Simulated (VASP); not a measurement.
Crystal: In3SbO4.

```
CELL_PARAMETERS angstrom
3.89800 0.00000 0.00000
0.00000 3.89800 0.00000
0.00000 0.00000 8.51600
ATOMIC_POSITIONS crystal
In 0.50000 0.50000 0.26116
In 0.50000 0.50000 0.73884
In 0.00000 0.00000 0.00000
Sb 0.00000 0.00000 0.50000
O 0.00000 0.50000 0.15629
O 0.50000 0.00000 0.15629
O 0.00000 0.50000 0.84371
O 0.50000 0.00000 0.84371
```

The cell was built by a generator and needn't be a form met in nature.

```yaml
Program: VASP 6.6.1
Task: relaxation of cell and atoms
Functional: PBE
Potentials_or_basis: VASP PAW PBE potentials, release 64 (In_d, Sb, O)
Cutoff: 520 eV
k_mesh: 8 × 8 × 4
Occupations: gaussian, width 0.1 eV
Spin: no spin polarisation
```

At the start: pressure -0.2 GPa; volume 16.17 Å³/atom.

Task: Where does the relaxation end?

Result: Over 16 steps the energy falls by 5.1 meV/atom and the volume is 16.85 Å³/atom (+4.2 %); space group P4/mmm (No. 123, to 0.05 Å).

The path:
```
step  energy change (eV)  largest force (eV/Å)  pressure (GPa)  volume (Å³)
   1              0.0000                0.1918           -0.18       129.40
   2             -0.0035                0.0693            0.46       129.05
   3             -0.0036                0.0666            0.57       128.99
   4             -0.0067                0.0866            0.38       129.51
   5             -0.0128                0.1442           -0.16       131.05
   6             -0.0133                0.2557           -1.10       134.16
   7             -0.0153                0.1937           -0.57       132.42
   8             -0.0176                0.1947           -0.52       132.58
   9             -0.0238                0.1990           -0.38       133.06
  10             -0.0310                0.2141           -0.04       134.00
  11             -0.0317                0.2207            0.08       134.36
  12             -0.0377                0.1262           -0.12       134.75
  13             -0.0402                0.0258           -0.37       135.23
  14             -0.0407                0.0181            0.05       134.75
  15             -0.0407                0.0108           -0.01       134.83
  16             -0.0407                0.0081           -0.02       134.84
```

Final structure:
```xyz
8
Lattice="3.8758 0.0000 0.0000 0.0000 3.8758 0.0000 0.0000 0.0000 8.9759" Properties=species:S:1:pos:R:3 pbc="T T T"
In    1.9379    1.9379    2.2066
In    1.9379    1.9379    6.7692
In    0.0000    0.0000    0.0000
Sb    0.0000    0.0000    4.4879
O     0.0000    1.9379    1.3324
O     1.9379    0.0000    1.3324
O     0.0000    1.9379    7.6435
O     1.9379    0.0000    7.6435
```
